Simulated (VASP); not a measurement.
# A VASP study of ZrTiSi2 (LDA): structure first, properties next, part 2 of 6

What structure does ZrTiSi2 take at this level, and what are its properties? The cell is invented: it takes the structure of a Materials Project entry for ZrTiC2 (space group 166 there), with some of its atoms replaced by other elements, volume scaled by an estimate. It may not be a known or stable phase. The atoms of the start are displaced at random from the sites of a R-3m cell.

VASP 6.6.1, plane waves and PAW; the level of theory is named at each step.

Still holding for the runs below: The k-mesh is coarse for a metal.

So far. Step 2 (Rough relaxation of the start cell): It ends with a largest force of 0.013 eV/Å and a pressure of -0.01 GPa.

### Step 3. Full relaxation (LDA)

Level of this step: LDA; plane waves and PAW (Zr_sv, Ti_sv, Si); invented cell (VASP).

Properties are meant for the cell that this level of theory prefers, so cell and atoms are relaxed first (ISIF = 3) until forces and stress are small; EDIFFG sets the threshold.

INCAR

```
SYSTEM = ZrTiSi2
PREC = Accurate
ENCUT = 400
EDIFF = 1E-06
NELM = 100
ISMEAR = -1
SIGMA = 0.05
LREAL = .FALSE.
ALGO = Normal
GGA = CA
NBANDS = 22
LORBIT = 11
LWAVE = .FALSE.
LCHARG = .FALSE.
KPAR = 2
IBRION = 2
NSW = 60
ISIF = 3
EDIFFG = -0.01
```

POSCAR

```
ZrTiSi2
1.0
    1.8563033800      1.0717372600      5.7068918400
   -1.8563033800      1.0717372600      5.7068918400
    0.0000000000     -2.1434745100      5.7068918400
Zr Ti Si
1 1 2
Direct
    0.0000000000      0.0000000000      0.0000000000
    0.5000000000      0.5000000000      0.5000000000
    0.2428880980      0.2428880980      0.2428880980
    0.7571119020      0.7571119020      0.7571119020
```

KPOINTS

```
Automatic mesh
0
Gamma
6 6 6
0 0 0
```

Potentials, in the order of the species: Zr_sv, Ti_sv and Si (LDA family, release 64).

The cell reached was symmetrised within 0.01 Å before this step, which raises the operations from 1 to 12, which the run then keeps.

Launch:

```
$ mpirun -np 2 vasp_std
```

What it wrote:

```text
[... set-up lines as in an earlier step ...]
 entering main loop
       N       E                     dE             d eps       ncg     rms          rms(c)
DAV:   1     0.272051278881E+03    0.27205E+03   -0.13660E+04  1408   0.126E+03
DAV:   2    -0.902913772847E+01   -0.28108E+03   -0.27111E+03  1506   0.383E+02
DAV:   3    -0.341569892972E+02   -0.25128E+02   -0.24164E+02  2514   0.968E+01
DAV:   4    -0.355036014221E+02   -0.13466E+01   -0.13388E+01  1832   0.200E+01
DAV:   5    -0.355792372965E+02   -0.75636E-01   -0.75619E-01  2146   0.425E+00    0.206E+01
DAV:   6    -0.329938638068E+02    0.25854E+01   -0.21789E+01  1898   0.353E+01    0.912E+00
DAV:   7    -0.327748701934E+02    0.21899E+00   -0.10934E+01  1964   0.269E+01    0.685E+00
DAV:   8    -0.322838297508E+02    0.49104E+00   -0.12315E+00  1862   0.807E+00    0.292E+00
DAV:   9    -0.322626864366E+02    0.21143E-01   -0.31792E-01  2034   0.374E+00    0.918E-01
DAV:  10    -0.322560663116E+02    0.66201E-02   -0.39685E-02  1890   0.178E+00    0.244E-01
DAV:  11    -0.322563782541E+02   -0.31194E-03   -0.11736E-03  1770   0.272E-01    0.107E-01
DAV:  12    -0.322563034201E+02    0.74834E-04   -0.23320E-04  1980   0.131E-01    0.280E-02
DAV:  13    -0.322563047661E+02   -0.13460E-05   -0.19835E-05  1876   0.327E-02    0.965E-03
DAV:  14    -0.322563046159E+02    0.15020E-06   -0.11253E-06  1192   0.833E-03
   1 F= -.32256305E+02 E0= -.32253046E+02  d E =-.322563E+02
 curvature:   0.00 expect dE= 0.000E+00 dE for cont linesearch  0.000E+00
 trial: gam= 0.00000 g(F)=  0.359E-04 g(S)=  0.155E-03 ort = 0.000E+00 (trialstep = 0.100E+01)
 search vector abs. value=  0.191E-03
 bond charge predicted
       N       E                     dE             d eps       ncg     rms          rms(c)
DAV:   1    -0.322576663181E+02   -0.13616E-02   -0.34275E-02  1794   0.200E+00    0.358E-01
DAV:   2    -0.322572402569E+02    0.42606E-03   -0.10734E-02  1938   0.997E-01    0.186E-01
DAV:   3    -0.322564707424E+02    0.76951E-03   -0.35354E-03  2098   0.507E-01    0.863E-02
DAV:   4    -0.322563575826E+02    0.11316E-03   -0.44719E-04  2092   0.178E-01    0.316E-02
DAV:   5    -0.322563685470E+02   -0.10964E-04   -0.69926E-05  1934   0.372E-02    0.194E-02
DAV:   6    -0.322563765262E+02   -0.79792E-05   -0.13021E-05  2190   0.163E-02    0.115E-02
DAV:   7    -0.322563802665E+02   -0.37403E-05   -0.46170E-06  1996   0.112E-02    0.302E-03
DAV:   8    -0.322563809312E+02   -0.66473E-06   -0.18260E-06  1576   0.633E-03
   2 F= -.32256381E+02 E0= -.32253089E+02  d E =-.763153E-04
[...]
3 F= -.32256385E+02 E0= -.32253099E+02  d E =-.802012E-04
[...]
4 F= -.32256466E+02 E0= -.32253147E+02  d E =-.810010E-04
[...]
5 F= -.32256530E+02 E0= -.32253166E+02  d E =-.144802E-03
[...]
6 F= -.32256538E+02 E0= -.32253178E+02  d E =-.153267E-03
 curvature:  -2.53 expect dE=-0.146E-03 dE for cont linesearch -0.217E-06
 trial: gam= 0.28425 g(F)=  0.353E-04 g(S)=  0.224E-04 ort =-0.388E-05 (trialstep = 0.139E+01)
 search vector abs. value=  0.696E-04
 bond charge predicted
       N       E                     dE             d eps       ncg     rms          rms(c)
DAV:   1    -0.322569412761E+02   -0.40298E-03   -0.14242E-02  1480   0.125E+00    0.173E-01
DAV:   2    -0.322567974132E+02    0.14386E-03   -0.25027E-03  1872   0.490E-01    0.972E-02
DAV:   3    -0.322566190201E+02    0.17839E-03   -0.79580E-04  1944   0.241E-01    0.532E-02
DAV:   4    -0.322565730139E+02    0.46006E-04   -0.16183E-04  2138   0.111E-01    0.191E-02
DAV:   5    -0.322565752710E+02   -0.22571E-05   -0.16931E-05  1780   0.234E-02    0.102E-02
DAV:   6    -0.322565766704E+02   -0.13994E-05   -0.40414E-06  2052   0.100E-02    0.560E-03
DAV:   7    -0.322565770171E+02   -0.34670E-06   -0.48499E-07  1046   0.609E-03
   7 F= -.32256577E+02 E0= -.32253213E+02  d E =-.389329E-04
 trial-energy change:   -0.000039  1 .order   -0.000040   -0.000078   -0.000002
 step:   1.4288(harm=  1.4288)  dis= 0.00084  next Energy=   -32.256578 (dE=-0.404E-04)
 reached required accuracy - stopping structural energy minimisation
```

Run time: 1.7 min. Hardware: 2 MPI ranks of Intel Xeon Platinum 8259CL at 2.50GHz (Skylake/Cascade Lake), shared host; peak memory 0.42 GiB.

Parts of OUTCAR (step 3):

```text
  LATTYP: Found a trigonal (rhomboedric) cell.
 ALAT       =     6.0961543178
 COS(alpha) =     0.8145546267

 Subroutine GETGRP returns: Found 12 space group operations
 (whereof 12 operations were pure point group operations)

The static configuration has the point symmetry D_3d.

 Found     32 irreducible k-points:

   k-points           NKPTS =     32   k-points in BZ     NKDIM =     32   number of bands    NBANDS=     22

   dimension x,y,z NGX =    40 NGY =   40 NGZ =   40
   dimension x,y,z NGXF=    80 NGYF=   80 NGZF=   80

   ENCUT  =  400.0 eV  29.40 Ry    5.42 a.u.   9.94  9.94  9.94*2*pi/ulx,y,z

   NELECT =      32.0000    total number of electrons

 E-fermi :   8.9144

 k-point     1 :       0.0000    0.0000    0.0000
  band No.  band energies     occupation
    ...
     11       3.8697      2.00000
     12       6.5363      2.00000
     13       6.5363      2.00000
     14       8.6076      1.99569
     15       8.6076      1.99569
     16       9.2214      0.00430
     17       9.4483      0.00005
     18       9.4483      0.00005
     19      11.3394      0.00000
     20      11.3394      0.00000
    ...

 k-point     2 :       0.1667    0.0000    0.0000
  band No.  band energies     occupation
    ...
     12       6.3973      2.00000
     13       6.7398      2.00000
     14       7.8647      2.00000
     15       8.2191      2.00000
     16       8.3645      1.99997
     17       9.3315      0.00048
     18       9.5689      0.00000
     19      11.0151      0.00000
     20      11.0194      0.00000
     21      11.8771      0.00000
    ...

  Total        0.0368293      0.0368293      0.0130571      0.0000000      0.0000000      0.0000000
  in kB        0.8659721      0.8659721      0.3070132      0.0000000      0.0000000      0.0000000
  external PRESSURE =       0.6796524 kB  Pullay stress =       0.0000000 kB

  energy-cutoff  :      400.00
  volume of cell :       68.14
      direct lattice vectors                 reciprocal lattice vectors
     1.860475675  1.074146135  5.682787977     0.268748475  0.155162004  0.058656655
    -1.860475675  1.074146135  5.682787977    -0.268748475  0.155162004  0.058656655
    -0.000000000 -2.148292261  5.682787977     0.000000000 -0.310324008  0.058656655

 POSITION                                       TOTAL-FORCE (eV/Angst)
 -----------------------------------------------------------------------------------
     -0.00000      0.00000      0.00000         0.000000      0.000000      0.000000
     -0.00000      0.00000      8.52418        -0.000000      0.000000      0.000000
     -0.00000      0.00000      4.13730        -0.000000      0.000000      0.004933
     -0.00000      0.00000     12.91106         0.000000     -0.000000     -0.004933
 -----------------------------------------------------------------------------------
    total drift:                                0.000000      0.000000      0.000000

  FREE ENERGIE OF THE ION-ELECTRON SYSTEM (eV)
  ---------------------------------------------------
  free  energy   TOTEN  =       -32.2565770171 eV

  energy  without entropy=      -32.2498483971  energy(sigma->0) =      -32.25321271

 total charge
# of ion       s       p       d       tot
------------------------------------------
    1        2.162   5.984   1.783   9.929
    2        2.175   6.139   2.074  10.388
    3        0.813   0.972   0.000   1.785
    4        0.813   0.972   0.000   1.785
--------------------------------------------------
tot          5.962  14.068   3.857  23.887

[... 1 part as in an earlier step ...]

[... 7 further parts left out ...]
```

CONTCAR:

```
ZrTiSi2
   1.00000000000000
     1.8604756745762361    1.0741461353936734    5.6827879769078580
    -1.8604756745762361    1.0741461353936734    5.6827879769078580
    -0.0000000000000000   -2.1482922608071529    5.6827879769158063
  Zr              Ti              Si
     1     1     2
Direct
     0.0000000000000000    0.0000000000000000    0.0000000000000000
     0.5000000000000000    0.5000000000000000    0.5000000000000000
     0.2426801815778803    0.2426801815778803    0.2426801815778798
     0.7573198184221197    0.7573198184221197    0.7573198184221203
```

The run keeps the 12 symmetry operations of its start, so it cannot find a distortion of lower symmetry.

Step by step:

```csv
step,energy less that of the first step (eV),largest force (eV/Å),pressure (GPa),volume (Å³)
1,0.0000,0.0193,0.13,68.12
2,-0.0001,0.0089,-0.12,68.26
3,-0.0001,0.0110,-0.10,68.23
4,-0.0002,0.0023,-0.07,68.22
5,-0.0002,0.0260,-0.03,68.19
6,-0.0002,0.0191,-0.04,68.20
7,-0.0003,0.0049,0.07,68.14
```

```csv
"conventional cell, symmetrised",before,after,change
a (Å),3.713,3.721,+0.2 %
b (Å),3.713,3.721,+0.2 %
c (Å),17.121,17.048,-0.4 %
volume (Å³/atom),17.03,17.03,+0.0 %
```

Final coordinates:

```xyz
4
Lattice="1.8605 1.0741 5.6828 -1.8605 1.0741 5.6828 0.0000 -2.1483 5.6828" Properties=species:S:1:pos:R:3 pbc="T T T"
Zr    0.0000    0.0000    0.0000
Ti    0.0000    0.0000    8.5242
Si    0.0000    0.0000    4.1373
Si    0.0000    0.0000   12.9111
```

This step gave:

* irreducible k-points: 32
* symmetry operations: 12
* free energy (TOTEN): -32.26 eV
* energy at zero smearing: -32.25 eV
* Fermi energy: 8.914 eV
* pressure: 0.06797 GPa
* SCF cycles over all ionic steps: 50

It ends with a largest force of 0.005 eV/Å and a pressure of 0.07 GPa.

### Step 4. Single point with fields (LDA)

The relaxed cell gets a fresh self-consistent run, on a basis set for its own volume, to fix the density and to check the remaining stress.

INCAR, as its differences from that of step 3:

```diff
@@ -13,7 +13,5 @@
 LWAVE = .FALSE.
-LCHARG = .FALSE.
-KPAR = 2
-IBRION = 2
-NSW = 60
-ISIF = 3
-EDIFFG = -0.01
+LCHARG = .TRUE.
+ISIF = 2
+LELF = .TRUE.
+LVHAR = .TRUE.
```

POSCAR

```
ZrTiSi2
1.0
    1.8604756746      1.0741461354      5.6827879769
   -1.8604756746      1.0741461354      5.6827879769
    0.0000000000     -2.1482922608      5.6827879769
Zr Ti Si
1 1 2
Direct
    0.0000000000      0.0000000000      0.0000000000
    0.5000000000      0.5000000000      0.5000000000
    0.2426801816      0.2426801816      0.2426801816
    0.7573198184      0.7573198184      0.7573198184
```

KPOINTS is that of step 3.

Launch:

```
$ mpirun -np 2 vasp_std
```

What it wrote:

```text
[banner, memory and clock lines left out]
running    2 mpi-ranks, on    1 nodes
 distrk:  each k-point on    2 cores,    1 groups
 distr:  one band on    1 cores,    2 groups

 POSCAR found type information on POSCAR ZrTiSi
 POSCAR found :  3 types and       4 ions
 LDA part: xc-table for (Slater(with rela. corr.)+CA(PZ))
 , standard interpolation
 POSCAR, INCAR and KPOINTS ok, starting setup
 FFT: planning ... GRIDC
 FFT: planning ... GRID_SOFT
 FFT: planning ... GRID
 WAVECAR not read
 entering main loop
       N       E                     dE             d eps       ncg     rms          rms(c)
DAV:   1     0.272759819450E+03    0.27276E+03   -0.13520E+04  1408   0.126E+03
DAV:   2    -0.895685154242E+01   -0.28172E+03   -0.27165E+03  1508   0.386E+02
DAV:   3    -0.340795748521E+02   -0.25123E+02   -0.24304E+02  2496   0.985E+01
DAV:   4    -0.354999161776E+02   -0.14203E+01   -0.14127E+01  1836   0.206E+01
DAV:   5    -0.355725029692E+02   -0.72587E-01   -0.72576E-01  2124   0.417E+00    0.205E+01
DAV:   6    -0.329768754993E+02    0.25956E+01   -0.21690E+01  1886   0.353E+01    0.906E+00
DAV:   7    -0.327691857410E+02    0.20769E+00   -0.10861E+01  1972   0.268E+01    0.679E+00
DAV:   8    -0.322843894757E+02    0.48480E+00   -0.11871E+00  1902   0.803E+00    0.290E+00
DAV:   9    -0.322632500779E+02    0.21139E-01   -0.30896E-01  2050   0.373E+00    0.916E-01
DAV:  10    -0.322564429113E+02    0.68072E-02   -0.41645E-02  1882   0.181E+00    0.239E-01
DAV:  11    -0.322568032163E+02   -0.36031E-03   -0.12534E-03  1786   0.288E-01    0.114E-01
DAV:  12    -0.322567037948E+02    0.99422E-04   -0.26269E-04  1994   0.141E-01    0.313E-02
DAV:  13    -0.322567038989E+02   -0.10407E-06   -0.28606E-05  1956   0.413E-02    0.111E-02
DAV:  14    -0.322567038498E+02    0.49013E-07   -0.13402E-06  1472   0.872E-03
   1 F= -.32256704E+02 E0= -.32253340E+02  d E =-.672813E-02
```

Run time: 30 s. Hardware: 2 MPI ranks; peak memory 0.33 GiB; 57 s of CPU time.

From OUTCAR (step 4):

```text
  LATTYP: Found a trigonal (rhomboedric) cell.
 ALAT       =     6.0752974286
 COS(alpha) =     0.8124388447

The static configuration has the point symmetry D_3d.

 Found     32 irreducible k-points:

   ENCUT  =  400.0 eV  29.40 Ry    5.42 a.u.   9.91  9.91  9.91*2*pi/ulx,y,z

   NELECT =      32.0000    total number of electrons

 E-fermi :   8.9145

 k-point     1 :       0.0000    0.0000    0.0000
  band No.  band energies     occupation
    ...
     11       3.8696      2.00000
     12       6.5363      2.00000
     13       6.5363      2.00000
     14       8.6076      1.99569
     15       8.6076      1.99569
     16       9.2214      0.00430
     17       9.4484      0.00005
     18       9.4484      0.00005
     19      11.3394      0.00000
     20      11.3394      0.00000
    ...

 k-point     2 :       0.1667   -0.0000   -0.0000
  band No.  band energies     occupation
    ...
     12       6.3973      2.00000
     13       6.7398      2.00000
     14       7.8648      2.00000
     15       8.2191      2.00000
     16       8.3646      1.99997
     17       9.3316      0.00048
     18       9.5690      0.00000
     19      11.0152      0.00000
     20      11.0195      0.00000
     21      11.8771      0.00000
    ...

  Total        0.0384046      0.0384046      0.0115231      0.0000000      0.0000000      0.0000000
  in kB        0.9030115      0.9030115      0.2709435      0.0000000      0.0000000      0.0000000
  external PRESSURE =       0.6923222 kB  Pullay stress =       0.0000000 kB

  energy-cutoff  :      400.00
  volume of cell :       68.14
      direct lattice vectors                 reciprocal lattice vectors
     1.860475675  1.074146135  5.682787977     0.268748475  0.155162004  0.058656655
    -1.860475675  1.074146135  5.682787977    -0.268748475  0.155162004  0.058656655
     0.000000000 -2.148292261  5.682787977     0.000000000 -0.310324008  0.058656655

 POSITION                                       TOTAL-FORCE (eV/Angst)
 -----------------------------------------------------------------------------------
      0.00000      0.00000      0.00000         0.000000      0.000000      0.000000
      0.00000      0.00000      8.52418        -0.000000      0.000000      0.000000
      0.00000      0.00000      4.13730         0.000000      0.000000      0.005444
      0.00000      0.00000     12.91106         0.000000     -0.000000     -0.005444
 -----------------------------------------------------------------------------------
    total drift:                                0.000000      0.000000     -0.000000

  FREE ENERGIE OF THE ION-ELECTRON SYSTEM (eV)
  ---------------------------------------------------
  free  energy   TOTEN  =       -32.2567038498 eV

  energy  without entropy=      -32.2499757233  energy(sigma->0) =      -32.25333979

[... 4 parts as in an earlier step ...]

[... 7 further parts left out ...]
```

Numbers from this step:

| Item | Value |
| --- | --- |
| SCF cycles | 14 |
| Fermi energy | 8.915 eV |
| pressure | 0.06923 GPa |

Valence electrons inside each PAW sphere by angular momentum. Sphere charges, by row:

```csv
atom,s (e),p (e),d (e),tot (e)
Zr1,2.162,5.984,1.783,9.929
Ti2,2.175,6.139,2.074,10.39
Si3,0.813,0.972,0,1.785
Si4,0.813,0.972,0,1.785
```

ELF in the ac plane at fractional y = 0.000, with atoms of Zr within 0.2 Å of it. It is the smooth field of the valence electrons, not physical close to the nuclei.

Ten even steps from '0' (0.13) to '9' (0.80), each cell a mean:
```
89941477644431059
99983278875221004
38995158998521100
12564127999852111
43221015899985223
67642002799998534
58887422479999854
57999864347999975
45899997523579986
53589999741135787
53358999961001245
22125899984024321
00112589997237873
40011257898427999
95002334688623999
89501454456630498
```
Columns run along a (6.1 Å), rows up along c (6.1 Å). Atoms in or near the plane, at fractional coordinates: Zr at (0.00, 0.00).

Valence density in the ac plane at fractional y = 0.000, with atoms of Zr within 0.2 Å of it. It is the smooth field of the valence electrons, not physical close to the nuclei.

Values in e/Å³, 9 rows by 16 columns, each cell a mean:
```
4.3 4.8 3.1 1.0 0.3 0.2 0.2 0.2 0.2 0.2 0.2 0.1 0.1 0.2 0.6 2.3
0.8 1.8 2.4 1.7 0.7 0.3 0.3 0.3 0.4 0.3 0.3 0.2 0.1 0.1 0.1 0.2
0.2 0.3 0.4 0.5 0.5 0.3 0.2 0.3 0.4 0.4 0.4 0.4 0.2 0.2 0.1 0.1
0.2 0.2 0.3 0.3 0.3 0.2 0.2 0.2 0.2 0.3 0.4 0.4 0.4 0.3 0.2 0.2
0.2 0.2 0.3 0.4 0.4 0.3 0.3 0.2 0.2 0.2 0.3 0.3 0.4 0.4 0.3 0.2
0.2 0.2 0.2 0.3 0.4 0.4 0.4 0.3 0.2 0.2 0.2 0.3 0.3 0.3 0.3 0.2
0.2 0.1 0.1 0.2 0.2 0.4 0.4 0.4 0.4 0.3 0.3 0.4 0.7 0.8 0.6 0.3
0.9 0.2 0.1 0.1 0.1 0.2 0.2 0.3 0.3 0.3 0.3 0.4 1.1 2.5 3.2 2.3
4.5 2.3 0.6 0.2 0.1 0.2 0.2 0.2 0.2 0.2 0.2 0.2 0.3 1.3 3.6 5.2
```
Columns run along a (6.1 Å), rows up along c (6.1 Å). Atoms in or near the plane, at fractional coordinates: Zr at (0.00, 0.00).

Electrostatic potential energy in the ac plane at fractional y = 0.000, with atoms of Zr within 0.2 Å of it. With pseudopotentials it is smooth inside the atoms' cores, unlike the true potential.

Ten even steps from '_' (-63 eV) to '@' (3 eV), each cell a mean:
```
____..++%%@@@@@@@@@@@@@@@@@@%%++..
..____::##@@@@@@@@@@@@@@@@@@@@%%++
**--..::++%%@@@@%%%%@@@@@@@@@@@@%%
@@##++==++##@@@@%%%%%%%%@@@@@@@@@@
@@@@%%####%%@@@@%%%%**##%%@@@@@@@@
@@@@@@@@@@@@@@@@@@%%##**##%%@@@@@@
@@@@@@@@@@@@@@@@@@@@%%####%%@@@@@@
@@@@@@%%%%%%@@@@@@@@@@%%%%%%%%@@@@
@@@@@@%%####%%@@@@@@@@@@@@%%%%@@@@
@@@@@@%%%%**##%%@@@@@@@@@@@@@@@@@@
@@@@@@@@%%##**##%%@@@@@@%%%%%%@@@@
@@@@@@@@@@%%####%%%%@@%%##****%%@@
%%@@@@@@@@@@@@%%%%%%@@%%**--::==**
++%%@@@@@@@@@@@@@@@@@@@@%%==..__..
..==%%@@@@@@@@@@@@@@@@@@@@**::____
____==%%@@@@@@@@@@@@@@@@@@%%++..__
```
Columns run along a (6.1 Å; values clipped at the 3rd and 97th percentile), rows up along c (6.1 Å). Atoms in or near the plane, at fractional coordinates: Zr at (0.00, 0.00).

In this run the pressure is 0.07 GPa, small enough to go on.

[end of part 2 of 6]

[Lines on the potential files, build, host, timing and source positions are cut from VASP's logs without a mark.]

[Logs are printed without paths, hosts, clocks, repeated set-up lines and the standing remarks that a program may print on its own settings, such as how far it seeks lower states.]

[Hosts, paths, dates, database ids (printed as entryN), source tags and the programs' standing remarks are cut or masked in the printed files.]

[A measured line is paired with the nearest computed mode of its activity, which favours agreement.]
